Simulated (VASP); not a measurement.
# Be3Se2S (Imm2) in VASP: settings compared

Aim: see how the results for Be3Se2S move with the level of theory and the settings. Levels: PBE, HSE06. Tasks: single point.

Everything below comes from runs of VASP 6.6.1. Logs are shortened: lines on timing, memory, paths and dates and some standing lists are left out, and cuts for length are marked.

## 1. The structure

Symmetry: Imm2, No. 44, orthorhombic system. The conventional cell has a = 3.593 Å, b = 10.776 Å, c = 5.077 Å, α = 90.00°, β = 90.00°, γ = 90.00°. Be (site symmetry m) is surrounded by 1 S at 2.11 Å and 3 Se at 2.23 to 2.24 Å. Be (site symmetry mm2) is surrounded by 2 S at 2.15 Å and 2 Se at 2.24 Å. Se (site symmetry m) is surrounded by 4 Be at 2.23 to 2.24 Å. S (site symmetry mm2) is surrounded by 4 Be at 2.11 to 2.15 Å.

The cell was built by a generator and needn't be a form met in nature.

## 2. Single point, PBE

The input, INCAR:

```
PREC = Accurate
ENCUT = 520
EDIFF = 1E-6
ISMEAR = 0
SIGMA = 0.02
LREAL = False
LASPH = True
NELM = 100
ALGO = Normal
ISIF = 2
LWAVE = False
LCHARG = False
GGA = PE
KPAR = 4
```

The input, KPOINTS:

```
regular mesh
0
Gamma
  6 6 6
```

The input, POSCAR:

```
Be3Se2S
1.0
   -1.7963300000      5.3878500000      2.5385700000
    1.7963300000     -5.3878500000      2.5385700000
    1.7963300000      5.3878500000     -2.5385700000
Be Se S
3 2 1
Direct
    0.4008870000      0.2410370000      0.1598490000
    0.0811880000      0.2410370000      0.8401510000
    0.7675170000      0.2675170000      0.5000000000
    0.3347920000      0.0002520000      0.3345400000
    0.6657120000      0.0002520000      0.6654600000
    0.9999070000      0.9999070000      0.0000000000
```

Potentials or basis: VASP PAW PBE potentials, release 64 (Be, Se, S).

On the command line:

```
cat potpaw_PBE.64/Be/POTCAR potpaw_PBE.64/Se/POTCAR potpaw_PBE.64/S/POTCAR > POTCAR
mpirun -np 4 vasp_std > vasp.out
```

OUTCAR:

```text
PREC = Accurate
   ENCUT = 520
   EDIFF = 1E-6
   ISMEAR = 0
   LREAL = False
   LASPH = True
   NELM = 100
   ISIF = 2
   GGA = PE

 ion  position               nearest neighbor table
   1  0.401  0.241  0.160-   6 2.11   5 2.23   5 2.23   4 2.24
   2  0.081  0.241  0.840-   6 2.11   4 2.23   4 2.23   5 2.24
   3  0.768  0.268  0.500-   6 2.15   6 2.15   5 2.24   4 2.24
   4  0.335  0.000  0.335-   2 2.23   2 2.23   3 2.24   1 2.24
   5  0.666  0.000  0.665-   1 2.23   1 2.23   3 2.24   2 2.24
   6  1.000  1.000  0.000-   2 2.11   1 2.11   3 2.15   3 2.15

  LATTYP: Found a body centered orthorhombic cell.
 ALAT       =     3.5926600000
 B/A-ratio  =     1.4131980204
 C/A-ratio  =     2.9993653727

  Lattice vectors:

 A1 = (   1.7963300000,  -5.3878500000,  -2.5385700000)
 A2 = (  -1.7963300000,  -5.3878500000,   2.5385700000)
 A3 = (  -1.7963300000,   5.3878500000,  -2.5385700000)

Analysis of symmetry for initial positions (statically):
=====================================================================
 Subroutine PRICEL returns:
 Original cell was already a primitive cell.

 Routine SETGRP: Setting up the symmetry group for a
 body centered orthorhombic supercell.

 Subroutine GETGRP returns: Found  4 space group operations
 (whereof  4 operations were pure point group operations)
 out of a pool of  8 trial point group operations.

The static configuration has the point symmetry C_2v.

Analysis of symmetry for dynamics (positions and initial velocities):
=====================================================================
 Subroutine PRICEL returns:
 Original cell was already a primitive cell.

 Routine SETGRP: Setting up the symmetry group for a
 body centered orthorhombic supercell.

 Subroutine GETGRP returns: Found  4 space group operations
 (whereof  4 operations were pure point group operations)
 out of a pool of  8 trial point group operations.

The dynamic configuration has the point symmetry C_2v.

 Subroutine INISYM returns: Found  4 space group operations
 (whereof  4 operations are pure point group operations),
 and found     1 'primitive' translations

----------------------------------------------------------------------------------------

                                     Primitive cell

  volume of cell :      98.2767

  direct lattice vectors                    reciprocal lattice vectors
    -1.796330000  5.387850000  2.538570000     0.000000000  0.092801396  0.196961281
     1.796330000 -5.387850000  2.538570000     0.278345293  0.000000000  0.196961281
     1.796330000  5.387850000 -2.538570000     0.278345293  0.092801396  0.000000000

  length of vectors
     6.220937770  6.220937770  6.220937770     0.217728835  0.340983648  0.293407909

  position of ions in fractional coordinates (direct lattice)
     0.400887000  0.241037000  0.159849000
     0.081188000  0.241037000  0.840151000
     0.767517000  0.267517000  0.500000000
     0.334792000  0.000252000  0.334540000
     0.665712000  0.000252000  0.665460000
     0.999907000  0.999907000  0.000000000

  ion indices of the primitive-cell ions
   primitive index   ion index
                 1           1
                 2           2
                 3           3
                 4           4
                 5           5
                 6           6

----------------------------------------------------------------------------------------

 KPOINTS: regular mesh

Automatic generation of k-mesh.
 Grid dimensions read from file:
 generate k-points for:    6    6    6

 Generating k-lattice:

  Cartesian coordinates                     Fractional coordinates (reciprocal lattice)
     0.000000000  0.015466899  0.032826880     0.166666667 -0.000000000  0.000000000
     0.046390882  0.000000000  0.032826880    -0.000000000  0.166666667  0.000000000
     0.046390882  0.015466899  0.000000000     0.000000000  0.000000000  0.166666667

  Length of vectors
     0.036288139  0.056830608  0.048901318

  Shift w.r.t. Gamma in fractional coordinates (k-lattice)
     0.000000000  0.000000000  0.000000000

 Subroutine IBZKPT returns following result:
 ===========================================

 Found     46 irreducible k-points:

 Following reciprocal coordinates:
            Coordinates               Weight
  0.000000  0.000000  0.000000      1.000000
  0.166667 -0.000000  0.000000      4.000000
  0.333333 -0.000000  0.000000      4.000000
  0.500000  0.000000  0.000000      2.000000
  0.000000  0.166667  0.000000      4.000000
  0.166667  0.166667  0.000000      8.000000
[... 16 lines left out ...]
 -0.166667  0.166667  0.166667      2.000000
  0.166667  0.333333  0.166667      4.000000
 [... further k-points ...]
   k-points           NKPTS =     46   k-points in BZ     NKDIM =     46   number of bands    NBANDS=     16
   number of dos      NEDOS =    301   number of ions     NIONS =      6
   total plane-waves  NPLWV = 110592
   dimension x,y,z NGX =    48 NGY =   48 NGZ =   48
   dimension x,y,z NGXF=    96 NGYF=   96 NGZF=   96
   ions per type =               3   2   1
   NGX,Y,Z   is equivalent  to a cutoff of  12.83, 12.83, 12.83 a.u.
   NGXF,Y,Z  is equivalent  to a cutoff of  25.65, 25.65, 25.65 a.u.
 SYSTEM =  unknown system
   PREC   = accura    normal or accurate (medium, high low for compatibility)
   ISTART =      0    job   : 0-new  1-cont  2-samecut
   ICHARG =      2    charge: 1-file 2-atom 10-const
   ISPIN  =      1    spin polarized calculation?
   LNONCOLLINEAR =      F non collinear calculations
   LSORBIT =      F    spin-orbit coupling
   LASPH  =      T    aspherical Exc in radial PAW
   ENCUT  =  520.0 eV  38.22 Ry    6.18 a.u.  11.57 11.57 11.57*2*pi/ulx,y,z
   NELM   =    100;   NELMIN=  2; NELMDL= -5     # of ELM steps
   EDIFF  = 0.1E-05   stopping-criterion for ELM
   LREAL  =      F    real-space projection
   EDIFFG = 0.1E-04   stopping-criterion for IOM
   NSW    =      0    number of steps for IOM
   IBRION =     -1    ionic relax: 0-MD 1-quasi-New 2-CG
   NFREE  =      0    steps in history (QN), initial steepest desc. (CG)
   ISIF   =      2    stress and relaxation
   ISYM   =      2    0-nonsym 1-usesym 2-fastsym
   POTIM  = 0.5000    time-step for ionic-motion
   TEBEG  =    0.0;   TEEND  =   0.0 temperature during run
   PSTRESS=    0.0 pullay stress
   NELECT =      24.0000    total number of electrons
   NUPDOWN=      -1.0000    fix difference up-down
   EMIN   =  10.00;   EMAX   =-10.00  energy-range for DOS
   EFERMI =   0.00;   METHOD = LEGACY
   ISMEAR =     0;   SIGMA  =   0.02  broadening in eV -4-tet -1-fermi 0-gaus
   EFERMI_NEDOS =   21; number of points for ismear=-14 and -15
   IALGO  =     38    algorithm
   IMIX   =      4    mixing-type and parameters
     AMIX     =   0.40;   BMIX     =  1.00
     AMIX_MAG =   1.60;   BMIX_MAG =  1.00
  volume/ion in A,a.u.               =      16.38       110.53
  Fermi-wavevector in a.u.,A,eV,Ry     =   1.023281  1.933721 14.246720  1.047104
  Thomas-Fermi vector in A             =   2.157006
   LORBIT       =      0    0 simple, 1 ext, 2 COOP (PROOUT), +10 PAW based schemes
   GGA     = PE    functional components
   LHFCALC =     F    Hartree Fock is set to
   AEXX    =    0.0000 exact exchange contribution
   IVDW    =     0    specifies the selected vdW correction
   LEPSILON=     F    determine dielectric tensor
   LRPA    =     F    only Hartree local field effects (RPA)
 non-spin polarized calculation
 Gauss-broadening in eV      SIGMA  =   0.02
  energy-cutoff  :      520.00
  volume of cell :       98.28
 maximum number of plane-waves:      2668
 NGX is ok and might be reduce to    48
   NGX = 23   NGY = 23   NGZ = 23

 number of electron      23.9999999 magnetization

 Free energy of the ion-electron system (eV)
  ---------------------------------------------------
  ext. energy  EPLUGINS =         0.00000000
  ---------------------------------------------------
  free energy    TOTEN  =       -27.67097177 eV

  energy without entropy =      -27.67097177  energy(sigma->0) =      -27.67097177

 E-fermi :   3.6469     XC(G=0):  -9.4531

 val. band max:        3.5416042747   @ k =   0.0000   0.0000   0.0000
 cond. band min:       6.2166946602   @ k =   0.5000   0.5000  -0.0000
 fundamental gap:      2.6750903855
 Fermi energy:         3.6468533736

 k-point     1 :       0.0000    0.0000    0.0000
  band No.  band energies     occupation
      1     -10.2192      2.00000
      2      -8.5614      2.00000
      3      -8.3793      2.00000
      4      -1.1881      2.00000
      5      -1.0525      2.00000
      6      -0.6557      2.00000
[... 8 lines left out ...]
     15       8.1622      0.00000
     16       8.6520      0.00000

 k-point     2 :       0.1667   -0.0000    0.0000
  band No.  band energies     occupation
      1     -10.1051      2.00000
      2      -8.6627      2.00000
      3      -8.4578      2.00000
      4      -1.6318      2.00000
      5      -1.4193      2.00000
      6       0.0483      2.00000
[... 8 lines left out ...]
     15       8.4040      0.00000
     16       8.8190      0.00000

 k-point     3 :       0.3333   -0.0000    0.0000
  band No.  band energies     occupation
      1      -9.7821      2.00000
      2      -8.8707      2.00000
      3      -8.7189      2.00000
      4      -2.0557      2.00000
      5      -1.1959      2.00000
      6       0.9465      2.00000
[... 8 lines left out ...]
     15       8.5905      0.00000
     16       9.3514      0.00000
[... 362 lines left out ...]
 k-point    23 :      -0.1667    0.1667    0.1667
  band No.  band energies     occupation
      1      -9.5372      2.00000
      2      -8.4384      2.00000
      3      -8.2357      2.00000
      4      -1.2115      2.00000
      5      -1.1523      2.00000
      6      -0.1637      2.00000
[... 8 lines left out ...]
     15       8.9840      0.00000
     16       9.5265      0.00000

 k-point    24 :       0.1667    0.3333    0.1667
  band No.  band energies     occupation
      1      -8.8416      2.00000
      2      -8.6262      2.00000
      3      -8.3096      2.00000
      4      -2.1199      2.00000
      5      -1.8021      2.00000
      6      -0.9049      2.00000
[... 8 lines left out ...]
     15       9.2381      0.00000
     16       9.4454      0.00000

 [... further k-points ...]

------------------------ aborting loop because EDIFF is reached ----------------------------------------

  FORCE on cell =-STRESS in cart. coord.  units (eV):
  Direction    XX          YY          ZZ          XY          YZ          ZX
  --------------------------------------------------------------------------------------
  -------------------------------------------------------------------------------------
  Total        0.0198007      0.0028047     -0.0106628      0.0000000      0.0000000      0.0000000
  in kB        0.3228048      0.0457239     -0.1738325      0.0000000      0.0000000      0.0000000
  external PRESSURE =       0.0648987 kB  Pullay stress =       0.0000000 kB

 VOLUME and BASIS-vectors are now :
 -----------------------------------------------------------------------------
  energy-cutoff  :      520.00
  volume of cell :       98.28
      direct lattice vectors                 reciprocal lattice vectors
    -1.796330000  5.387850000  2.538570000     0.000000000  0.092801396  0.196961281
     1.796330000 -5.387850000  2.538570000     0.278345293  0.000000000  0.196961281
     1.796330000  5.387850000 -2.538570000     0.278345293  0.092801396  0.000000000

 POSITION                                       TOTAL-FORCE (eV/Angst)
 -----------------------------------------------------------------------------------
     -0.00000      1.72249      1.22378         0.000000     -0.001327      0.003570
      1.79633      3.66537     -1.31479         0.000000      0.001327      0.003570
     -0.00000      5.38785      1.35822        -0.000000      0.000000     -0.000079
      0.00000      3.60490      0.00128        -0.000000      0.001802     -0.001999
      0.00000      7.17080      0.00128         0.000000     -0.001802     -0.001999
      0.00000      0.00000      5.07667        -0.000000      0.000000     -0.003064
 -----------------------------------------------------------------------------------
    total drift:                               -0.000004      0.000079     -0.000002

  FREE ENERGIE OF THE ION-ELECTRON SYSTEM (eV)
  ---------------------------------------------------
  free  energy   TOTEN  =       -27.6709717687 eV

  energy  without entropy=      -27.6709717687  energy(sigma->0) =      -27.67097177
```

It took 26 s on 4 MPI ranks of Intel Xeon 6975P-C (Granite Rapids), shared host; peak memory 0.36 GiB.

Results:

```
Free energy            : -27.6710 eV
Pressure               : 0.0 GPa
Largest force          : 0.004 eV/Å
Band gap on the k mesh : 2.68 eV, indirect (least direct gap 2.85 eV)
```

Forces in eV/Å, atoms in the order of the input:
```
Be   0.000 -0.001  0.004
Be   0.000  0.001  0.004
Be   0.000  0.000  0.000
Se   0.000  0.002 -0.002
Se   0.000 -0.002 -0.002
S    0.000  0.000 -0.003
```

A k mesh can miss the band edges. A hybrid or GW would open this gap; PBE tends to underestimate it.

(Continued in part 2 of 2.)
